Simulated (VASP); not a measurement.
Input for VASP

**INCAR**
```
SYSTEM = YbGe2
PREC = Accurate
ENCUT = 400
EDIFF = 1E-6
NELM = 60
ALGO = VeryFast
LREAL = .FALSE.
LASPH = .TRUE.
ISMEAR = 1
SIGMA = 0.1
GGA = PE
LMAXMIX = 6
LWAVE = .FALSE.
LCHARG = .FALSE.
ISIF = 2
NELMDL = -1
```

File KPOINTS:
```
Automatic mesh
0
Gamma
6 6 6
0 0 0
```

File POSCAR:
```
YbGe2
1
    0.0000000000     3.4826790000     3.4826790000
    3.4826790000     0.0000000000     3.4826790000
    3.4826790000     3.4826790000     0.0000000000
Yb Ge
1 2
Direct
  0.0000000000   0.0000000000   0.0000000000
  0.2500000000   0.2500000000   0.2500000000
  0.7500000000   0.7500000000   0.7500000000
```

POTCAR, in this order: Yb_2 Ge_d (PBE.64 set). Program: vasp_std.

Output of the run:

### standard output
```
...
RMM:  21     0.265226637931E+04   -0.10227E+02   -0.84238E+01  1390   0.179E+02    0.128E+03
RMM:  22     0.264511884543E+04   -0.71475E+01   -0.69794E+01  1390   0.173E+02    0.127E+03
RMM:  23     0.263373835026E+04   -0.11380E+02   -0.68885E+01  1390   0.168E+02    0.127E+03
RMM:  24     0.262901954574E+04   -0.47188E+01   -0.56853E+01  1408   0.161E+02    0.127E+03
RMM:  25     0.263023000981E+04    0.12105E+01   -0.41642E+01  1390   0.156E+02    0.126E+03
RMM:  26     0.262095941697E+04   -0.92706E+01   -0.53771E+01  1390   0.152E+02    0.126E+03
RMM:  27     0.262434962480E+04    0.33902E+01   -0.47756E+01  1390   0.146E+02    0.126E+03
RMM:  28     0.265137623810E+04    0.27027E+02   -0.28818E+01  1390   0.143E+02    0.120E+03
RMM:  29     0.269558409835E+04    0.44208E+02   -0.63712E+01  1390   0.129E+02    0.116E+03
RMM:  30     0.275777195516E+04    0.62188E+02   -0.11038E+02  1389   0.125E+02    0.108E+03
RMM:  31     0.275842959435E+04    0.65764E+00   -0.12250E+01  1407   0.113E+02    0.106E+03
RMM:  32     0.278900475124E+04    0.30575E+02   -0.13846E+02  1380   0.117E+02    0.101E+03
RMM:  33     0.281038661013E+04    0.21382E+02   -0.15185E+02  1390   0.120E+02    0.919E+02
RMM:  34     0.281182728482E+04    0.14407E+01   -0.31524E+02  1390   0.145E+02    0.765E+02
RMM:  35     0.276414683980E+04   -0.47680E+02   -0.28916E+02  1391   0.171E+02    0.654E+02
RMM:  36     0.270058658508E+04   -0.63560E+02   -0.20523E+02  1402   0.179E+02    0.615E+02
RMM:  37     0.269633161396E+04   -0.42550E+01   -0.27319E+01  1395   0.163E+02    0.617E+02
RMM:  38     0.267870489771E+04   -0.17627E+02   -0.58109E+01  1390   0.159E+02    0.613E+02
RMM:  39     0.267800372826E+04   -0.70117E+00   -0.10811E+01  1390   0.152E+02    0.615E+02
RMM:  40     0.269083917028E+04    0.12835E+02   -0.10197E+01  1390   0.142E+02    0.611E+02
RMM:  41     0.269284532802E+04    0.20062E+01   -0.18529E+01  1390   0.137E+02    0.613E+02
RMM:  42     0.270042243286E+04    0.75771E+01   -0.22244E+01  1390   0.131E+02    0.612E+02
RMM:  43     0.268785986045E+04   -0.12563E+02   -0.21973E+01  1390   0.130E+02    0.612E+02
RMM:  44     0.268621666418E+04   -0.16432E+01   -0.27394E+01  1390   0.126E+02    0.614E+02
RMM:  45     0.268771384951E+04    0.14972E+01   -0.12591E+01  1390   0.123E+02    0.595E+02
RMM:  46     0.270676664164E+04    0.19053E+02   -0.10046E+01  1390   0.115E+02    0.599E+02
RMM:  47     0.268630579931E+04   -0.20461E+02   -0.87337E+01  1390   0.125E+02    0.555E+02
RMM:  48     0.270104749588E+04    0.14742E+02   -0.43384E+01  1390   0.116E+02    0.533E+02
RMM:  49     0.267719913069E+04   -0.23848E+02   -0.49781E+01  1407   0.115E+02    0.538E+02
RMM:  50     0.267431426941E+04   -0.28849E+01   -0.12324E+01  1390   0.109E+02    0.551E+02
RMM:  51     0.267795327578E+04    0.36390E+01   -0.17489E+01  1391   0.105E+02    0.552E+02
RMM:  52     0.262734148033E+04   -0.50612E+02   -0.93853E+01  1390   0.116E+02    0.576E+02
RMM:  53     0.263064532573E+04    0.33038E+01    0.99310E+00  1390   0.107E+02    0.575E+02
RMM:  54     0.261898753681E+04   -0.11658E+02   -0.28789E+01  1390   0.106E+02    0.588E+02
RMM:  55     0.261348869998E+04   -0.54988E+01   -0.96341E+00  1390   0.103E+02    0.591E+02
RMM:  56     0.259013760521E+04   -0.23351E+02   -0.44610E+01  1390   0.104E+02    0.608E+02
RMM:  57     0.257578862883E+04   -0.14349E+02   -0.17941E+01  1390   0.103E+02    0.610E+02
RMM:  58     0.259275592751E+04    0.16967E+02   -0.32193E-01  1391   0.967E+01    0.609E+02
RMM:  59     0.259168740053E+04   -0.10685E+01   -0.18736E+01  1390   0.948E+01    0.613E+02
RMM:  60     0.259886201818E+04    0.71746E+01    0.26200E-01  1390   0.910E+01

 -----------------------------------------------------------------------------
|                                                                             |
|           W    W    AA    RRRRR   N    N  II  N    N   GGGG   !!!           |
|           W    W   A  A   R    R  NN   N  II  NN   N  G    G  !!!           |
|           W    W  A    A  R    R  N N  N  II  N N  N  G       !!!           |
|           W WW W  AAAAAA  RRRRR   N  N N  II  N  N N  G  GGG   !            |
|           WW  WW  A    A  R   R   N   NN  II  N   NN  G    G                |
|           W    W  A    A  R    R  N    N  II  N    N   GGGG   !!!           |
|                                                                             |
|     The electronic self-consistency was not achieved in the given           |
|     number of steps (NELM). The forces and other quantities evaluated       |
|     might not be reliable so examine the results carefully. If you find     |
|     spurious results, we suggest increasing NELM, if you were close to      |
|     convergence or switching to a different ALGO or adjusting the           |
|     density mixing parameters otherwise.                                    |
|                                                                             |
 -----------------------------------------------------------------------------

   1 F= 0.25988620E+04 E0= 0.25988622E+04  d E =-.573938E-03
```

File OUTCAR:
```
------------------------ aborting loop EDIFF was not reached (unconverged)  ----------------------------
  FORCE on cell =-STRESS in cart. coord.  units (eV):
  Direction    XX          YY          ZZ          XY          YZ          ZX
  --------------------------------------------------------------------------------------
  Total     -161.4972203   -161.4972203   -161.4972203      0.0000000      0.0000000     -0.0000000
  in kB    -3062.7059108  -3062.7059108  -3062.7059108      0.0000000      0.0000000     -0.0000000
  external PRESSURE =   -3062.7059108 kB  Pullay stress =       0.0000000 kB
  volume of cell :       84.48
      direct lattice vectors                 reciprocal lattice vectors
     0.000000000  3.482679000  3.482679000    -0.143567639  0.143567639  0.143567639
     3.482679000  0.000000000  3.482679000     0.143567639 -0.143567639  0.143567639
     3.482679000  3.482679000  0.000000000     0.143567639  0.143567639 -0.143567639
 POSITION                                       TOTAL-FORCE (eV/Angst)
 -----------------------------------------------------------------------------------
      0.00000      0.00000      0.00000         0.000000      0.000000      0.000000
      1.74134      1.74134      1.74134        -0.000000     -0.000000     -0.000000
      5.22402      5.22402      5.22402         0.000000      0.000000      0.000000
 -----------------------------------------------------------------------------------
    total drift:                               -0.000000     -0.000000      0.000000
  FREE ENERGIE OF THE ION-ELECTRON SYSTEM (eV)
  ---------------------------------------------------
  free  energy   TOTEN  =      2598.8620181797 eV

  energy  without entropy=     2598.8625921176  energy(sigma->0) =     2598.86220949
```
(Selected blocks of OUTCAR.)

### Question
Read input and log: which fault does this run have?
A) ALGO = VeryFast starts from random orbitals with almost no delay (NELMDL = -1)
B) one atom is typed twice, on or next to the same site
C) EDIFFG is positive, so the stop tests the energy change and not the forces
D) SIGMA is far too large

### Answer
A, ALGO = VeryFast starts from random orbitals with almost no delay (NELMDL = -1). Convergence was not reached. Against the sound run, the energy per atom (σ→0) rises by 869.787 eV/atom; the pressure falls by 301.78 GPa.

To mend it, set ALGO = Normal, remove NELMDL.

The mended run (PBE GGA, plane waves, VASP's PBE PAW potentials (set 64)) converges, and its OSZICAR ends with
```
   1 F= -.10497349E+02 E0= -.10497733E+02  d E =0.115024E-02
```

The structure was generated: YbGe2 was put into the fluorite type (Fm-3m), which need not be its known phase. The cell was not relaxed at this level. The 4f electrons are frozen in the core of the lanthanide potential, so 4f levels, which can set the real gap, and their magnetism are missing.
